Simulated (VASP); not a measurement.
# MnPt with LDA: from relaxation to properties, part 2 of 2

Aim: relax MnPt, then compute properties on the relaxed cell. The start is a cell from a database of measured crystal structures.

VASP 6.6.1, plane waves and PAW; the level of theory is named at each step.

Still holding for the runs below: The magnetic order is the lowest of the few collinear ones that converged above; longer or canted patterns were not tried. The cell is doubled for it, so bands and modes from the zone boundary of the chemical cell fold onto Γ and the labels are those of the larger cell.

So far. Step 9 (Single point with fields (LDA)): In this run the pressure is 0.00 GPa, small enough to go on. Step 10 (Band structure (LDA)): There is no gap at this level. The relaxed cell has a = 2.706, c = 3.665 Å (conventional setting).

## Step 11: Total and projected DOS (LDA)

Here the states are counted by energy and projected on the atoms. The mesh is finer than in the run before.

INCAR

```
SYSTEM = MnPt
PREC = Accurate
ENCUT = 400
EDIFF = 1E-06
NELM = 100
ISMEAR = -5
SIGMA = 0.2
LREAL = .FALSE.
ALGO = Normal
GGA = CA
NBANDS = 39
ISPIN = 2
MAGMOM = 3.256 -3.256 0 0
LASPH = .TRUE.
LMAXMIX = 4
LORBIT = 11
LWAVE = .FALSE.
LCHARG = .FALSE.
KPAR = 4
NEDOS = 2001
```

POSCAR

```
MnPt
1.0
    5.4124341025      0.0000000000      0.0000000000
    2.7062170512      2.7062170512      0.0000000000
    0.0000000000      0.0000000000      3.6647727889
Mn Pt
2 2
Direct
    0.0000000000      0.0000000000      0.0000000000
    0.5000000000      0.0000000000      0.0000000000
    0.0000000000      0.5000000000      0.5000000000
    0.5000000000      0.5000000000      0.5000000000
```

KPOINTS

```
Automatic mesh
0
Gamma
14 14 11
0 0 0
```

Potentials, in the order of the species: Mn_pv and Pt (LDA family, release 64).

Command:

```
> mpirun -np 4 vasp_std
```

It took 83 s on 4 MPI ranks of Intel Xeon 6975P-C (Granite Rapids), shared host; peak memory 2.2 GiB; 4.4 min of CPU time.

With tetrahedra the forces and stress of a metal are not exact derivatives of the energy.

This step gave:

```yaml
irreducible_k_points: 216
fermi_energy: 11.15 eV
pressure: 0.05413 GPa
dos_at_the_fermi_level: 0.6644 states/eV/cell
```

The density of states has structure finer than the step of the table below, so its rows give means over 0.5 eV, whole bins alone (the curve runs from -12.0 to 1.03 eV). Peaks (eV: height): total -3.27: 7.20, -2.22: 8.85, 0.43: 11.2, 0.88: 9.79; Mn d -2.06: 5.20, 0.43: 8.29, 0.88: 6.95; Pt d -5.62: 4.39, -5.09: 3.18, -4.33: 3.42, -3.27: 3.91; Pt p -2.90: 0.371, -2.06: 0.281, -1.54: 0.512, 0.35: 0.314; Mn p -5.62: 0.200, -4.48: 0.152, -1.54: 0.178, 0.35: 0.149.

States under -12.0 eV and over 1.0 eV are left out; both spin channels agree and are summed. The density of states by energy, zero at the Fermi level; means over each step; values in states/eV/cell:

```
energy (eV)   total     Mn d     Pt d     Pt p     Mn p     Pt s     Mn s
      -10.5       0        0        0        0        0        0        0
      -10.0  0.0956   1.5e-4   8.5e-4  0.00117   5.6e-4   0.0491   0.0183
       -9.5   0.233   7.3e-4  0.00393  0.00580  0.00328    0.116   0.0417
       -9.0   0.348  0.00223   0.0120   0.0133  0.00824    0.167   0.0559
       -8.5   0.508  0.00566   0.0359   0.0232   0.0176    0.235   0.0666
       -8.0   0.684   0.0153   0.0787   0.0362   0.0276    0.293   0.0754
       -7.5   0.989   0.0494    0.226   0.0500   0.0362    0.341   0.0860
       -7.0    2.21    0.189    0.974   0.0715   0.0536    0.431    0.142
       -6.5    4.19    0.369     2.45    0.134   0.0786    0.310    0.255
       -6.0    5.63    0.769     3.37    0.192    0.104    0.207    0.253
       -5.5    5.53    0.847     3.51    0.170    0.152    0.170   0.0532
       -5.0    4.31    0.701     2.73    0.174    0.115   0.0825   0.0215
       -4.5    4.69    0.804     2.91    0.217    0.131    0.103   0.0298
       -4.0    4.88     1.17     2.80    0.210    0.116   0.0944   0.0212
       -3.5    5.25     1.54     2.86    0.228   0.0852   0.0836   0.0283
       -3.0    5.65     2.00     2.63    0.308   0.0911   0.0919   0.0489
       -2.5    6.40     3.45     2.07    0.235   0.0765   0.0542   0.0322
       -2.0    6.53     3.61     2.09    0.238   0.0877   0.0366   0.0305
       -1.5    4.84     2.30     1.49    0.384    0.132   0.0425   0.0640
       -1.0    2.38     1.06    0.960    0.133   0.0482   0.0164   0.0202
       -0.5    2.32     1.10     1.05   0.0568   0.0205  0.00792  0.00605
        0.0    2.17     1.54    0.329   0.0996   0.0339   0.0104  0.00492
        0.5    8.60     6.31     1.35    0.206   0.0998   0.0704   0.0223
```

The finer mesh and the other smearing move the Fermi level by -0.01 eV from the 10×10×7 run, a small shift, which tests the Fermi level alone. Of the states within 0.3 eV of the Fermi level, the largest shares in the PAW spheres are Mn d 71 % and Pt d 15 %. The rest lies in smaller channels or between the spheres.

## Step 12: Vibrations at Γ (LDA)

Zone-centre modes test whether the atoms sit at a minimum within this cell. IBRION = 8 takes the force constants from linear response, which needs tightly converged orbitals.

INCAR

```
SYSTEM = MnPt
PREC = Accurate
ENCUT = 400
EDIFF = 1E-08
NELM = 100
ISMEAR = 1
SIGMA = 0.2
LREAL = .FALSE.
ALGO = Normal
GGA = CA
NBANDS = 31
ISPIN = 2
MAGMOM = 3.256 -3.256 0 0
LASPH = .TRUE.
LMAXMIX = 4
LORBIT = 11
LWAVE = .FALSE.
LCHARG = .FALSE.
KPAR = 4
IBRION = 8
ISIF = 2
```

POSCAR is that of step 11.

KPOINTS is that of step 11.

Command:

```
> mpirun -np 4 vasp_std
```

Elapsed: 11 min, on 4 MPI ranks; peak memory 5.7 GiB; 34 min of CPU time.

Energies printed during the response cycles are not total energies of the cell.

This step gave:

* bands: 31
* pressure of the cell: -0.01264 GPa
* largest force of the cell: 0 eV/Å

Modes at Γ, with each element's share of the kinetic energy:

```
mode  frequency (cm⁻¹)  Mn %  Pt %
   1              -0.1    22    78
   2              -0.1    22    78
   3              -0.1    22    78
   4              99.2     0   100
   5             147.9    46    54
   6             147.9    46    54
   7             176.1    78    22
   8             176.1    78    22
   9             209.1    54    46
  10             209.1    54    46
  11             222.7    78    22
  12             225.9   100     0
```

Displacements in mode 4 (99.2 cm⁻¹), the largest set to 1:
```
Mn1  0.00  0.00  0.00
Mn2  0.00  0.00  0.00
Pt3  0.00  0.00 -1.00
Pt4  0.00  0.00  1.00
```

Displacements in mode 8 (176.1 cm⁻¹), the largest set to 1:
```
Mn1 -1.00  0.41  0.00
Mn2 -1.00  0.41  0.00
Pt3  0.28 -0.12  0.00
Pt4  0.28 -0.12  0.00
```

The three acoustic modes lie within 0.1 cm⁻¹ of zero, and all others are real.

## Step 13: Independent-particle dielectric function (LDA)

LOPTICS sums transitions from filled to empty bands. NBANDS is raised for it.

Changes to INCAR since step 12:

```diff
@@ -3,3 +3,3 @@
 ENCUT = 400
-EDIFF = 1E-08
+EDIFF = 1E-06
 NELM = 100
@@ -10,3 +10,3 @@
 GGA = CA
-NBANDS = 31
+NBANDS = 55
 ISPIN = 2
@@ -19,3 +19,4 @@
 KPAR = 4
-IBRION = 8
-ISIF = 2
+LOPTICS = .TRUE.
+NEDOS = 1500
+CSHIFT = 0.1
```

POSCAR is that of step 12.

KPOINTS is that of step 12.

Command:

```
> mpirun -np 4 vasp_std
```

Run time: 1.9 min. Hardware: 4 MPI ranks; peak memory 5.5 GiB.

These are independent-particle spectra without excitons or local fields, and fine structure depends on the mesh and on CSHIFT. The intraband (Drude) part is not in this spectrum.

This step gave:

| Item | Value |
| --- | --- |
| bands | 55 |
| pressure | 0.005674 GPa |

The imaginary dielectric function has structure finer than the step of the table below, so its rows give means over 1 eV, whole bins alone (the curve runs from 0 to 24.9 eV). Peaks (eV: height): xx 0.9: 39.1, 2.3: 51.1; zz 1.7: 50.4.

Imaginary dielectric function against photon energy; means over each step:

```
photon energy (eV)    xx    zz
                 1  33.2  29.1
                 2  46.0  46.2
                 3  25.9  25.2
                 4  10.9  11.0
                 5  6.95  7.10
                 6  5.45  5.38
                 7  4.33  4.57
                 8  3.70  3.59
                 9  3.32  3.82
                10  3.06  3.03
                11  2.59  2.63
                12  2.54  2.51
                13  2.45  2.40
                14  2.37  2.32
                15  2.19  2.16
                16  2.09  2.15
                17  2.01  2.25
                18  2.13  2.27
                19  2.49  2.68
                20  2.84  2.38
                21  1.91  1.58
                22  1.56  1.73
                23  1.43  1.65
                24  1.20  1.24
```

The real dielectric function by photon energy:

```
photon energy (eV)       xx        zz
                 0     65.7      67.6
                 1     36.6      38.1
                 2     18.2      13.7
                 3    -10.9     -11.6
                 4    -8.05     -6.77
                 5    -3.73     -3.65
                 6    -2.34     -2.56
                 7    -1.24     -1.44
                 8   -0.939    -0.785
                 9   -0.390    -0.395
                10   -0.208    -0.411
                11  -0.0441  -0.00312
                12    0.249     0.342
                13    0.275     0.362
                14    0.397     0.295
                15    0.323     0.402
                16    0.331     0.596
                17    0.575     0.464
                18    0.633     0.492
                19    0.471     0.522
                20   -0.335    -0.702
                21   -0.825    -0.318
                22   -0.431    -0.245
                23   -0.476    -0.418
                24   -0.463    -0.544
```

## Step 14: A single point (LDA), changed input

A single point gives energy, forces and stress at these settings. Some settings are moved from the usual, to see what they do.

INCAR

```
SYSTEM = MnPt
PREC = Accurate
ENCUT = 600
EDIFF = 1E-04
NELM = 100
ISMEAR = -4
SIGMA = 0.005
LREAL = .FALSE.
ALGO = Normal
GGA = CA
NBANDS = 31
ISPIN = 2
MAGMOM = 3.256 -3.256 0 0
LASPH = .TRUE.
LMAXMIX = 4
LORBIT = 11
LWAVE = .FALSE.
LCHARG = .FALSE.
KPAR = 4
ISIF = 2
```

POSCAR is that of step 13.

KPOINTS

```
Automatic mesh
0
Gamma
10 10 7
0 0 0
```

Command:

```
> mpirun -np 4 vasp_std
```

The job ended after 44 s (4 MPI ranks; peak memory 1.4 GiB).

The run converged; its settings lie outside those of the reference runs, so its numbers are set aside.

Against the sound run on this cell (band structure (LDA)) the energy at zero smearing moves by +3.5 meV an atom and the pressure by +0.21 GPa.

Settings moved from the usual: ISMEAR = -4, SIGMA = 0.005, EDIFF = 0.0001 and ENCUT = 600.

## Step 15: Outcome

```yaml
relaxed_volume: 13.42 Å³/atom
relaxed_conventional_cell_a_b_c: 2.706, 2.706, 3.665 Å
space_group_after_relaxing_within_0p02_a: P4/mmm (No. 123)
moment_of_the_cell_14x14x11_mesh: 0 μB
largest_site_moment_14x14x11_mesh: 3.25 μB on Mn1
band_gap: none, a metal
dos_at_the_fermi_level_cell_of_4_atoms: 0.664 states/eV/cell
highest_zone_centre_mode: 226 cm⁻¹
```

In words: With LDA, MnPt relaxes to 13.42 Å³/atom in space group P4/mmm, comes out as a metal and keeps moments of up to 3.25 μB (14×14×11 mesh). Against the listed cell the volume lies -8.4 % (a -4.4 %, c +0.1 %). Band structure (LDA): Of the bands kept, 4 cross the Fermi level on this path. Vibrations at Γ (LDA): The highest mode in this list at Γ, 225.9 cm⁻¹, is mostly motion of Mn (100 % of the kinetic energy). Spin-orbit coupling is left out, and with elements this heavy it would split and shift bands near the Fermi level. Only a few collinear orders were tried, on the cell as listed. Modes at Γ alone can't show that the crystal is stable at other wave vectors. No search among competing phases was made, and a listed structure need not be the one stable at ambient conditions. All values are for a static lattice at zero temperature.

[Lines on the potential files, build, host, timing and source positions are cut from VASP's logs without a mark.]

[Logs are printed without paths, hosts, clocks, repeated set-up lines and the standing remarks that a program may print on its own settings, such as how far it seeks lower states.]

[Hosts, paths, dates, database ids (printed as entryN), source tags and the programs' standing remarks are cut or masked in the printed files.]

[A measured line is paired with the nearest computed mode of its activity, which favours agreement.]
